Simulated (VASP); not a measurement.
Data:

```
LiCl
1.0
    0.00000     2.54678     2.54678
    2.54678     0.00000     2.54678
    2.54678     2.54678     0.00000
Li Cl
1 1
Direct
  0.00000   0.00000   0.00000
  0.50000   0.50000   0.50000
```

Method: optB86b-vdW, VASP's PBE PAW potentials (set 64) (plane waves; VASP 6.6.1). Run with 520 eV cut-off, 8×8×8 Γ-centred mesh, Gaussian smearing of 0.050 eV, potentials Li_sv Cl.

Q: Predict the energy per atom (σ→0), band gap (on the k-mesh) with the smallest direct gap where there is one.

A: 
* **band gap (on the k-mesh)**: 6.50 eV
* **smallest direct gap (on the k-mesh)**: 6.50 eV
* **energy per atom (σ→0)**: -2.492 eV/atom

Total energies compare only between runs with the same potentials, cut-off and functional.

The compound is LiCl in the rock salt structure. It was relaxed first. The start is the result of an earlier pass.
